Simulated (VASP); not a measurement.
**CdInS2 under changes of volume**

One of the cells (22.520 Å³/atom); the others are scaled copies at fixed shape and fractional positions:

```
CELL_PARAMETERS angstrom
3.89512 0.00000 0.00000
-1.94756 3.37328 0.00000
0.00000 0.00000 6.85563
ATOMIC_POSITIONS crystal
In 0.00000 0.00000 0.50000
Cd 0.00000 0.00000 0.00000
S 0.33333 0.66667 0.24495
S 0.66667 0.33333 0.75505
```

The cell comes from a database or a generator and needn't be the stable form of this composition.

```yaml
Program: VASP 6.6.1
Functional: PBE
Potentials_or_basis: VASP PAW PBE potentials, release 64 (In_d, Cd, S)
Cutoff: 520 eV
k_mesh: 8 × 8 × 4
Occupations: fermi-dirac, width 0.05 eV
Spin: no spin polarisation
```

```tsv
volume (Å³/atom)	energy over the lowest point (meV/atom)	pressure (GPa)	largest force (eV/Å)
20.753	16.68	4.5	0.018
21.195	6.43	2.9	0.002
21.636	?	?	?
22.520	0.00	-1.1	0.037
22.961	4.51	-2.2	0.048
23.403	11.75	-3.1	0.060
```

**Question.** What does the run at 21.636 Å³/atom give?

**Answer.** Energy over the lowest point 0.56 meV/atom; pressure 1.4 GPa; largest force 0.012 eV/Å.

Worked out: A Birch-Murnaghan fit of order 3 (a polynomial in V^(-2/3)) to the other rows has its minimum at 22.10 Å³/atom with B0 = V·E''(V) = 62 GPa and B' = 4.9 at fixed shape and positions, which overstates the stiffness. It gives 0.56 meV/atom at 21.636 Å³/atom, against the run's 0.56, and -dE/dV = 1.4 GPa, against 1.4.

Energies are extrapolated to zero smearing.
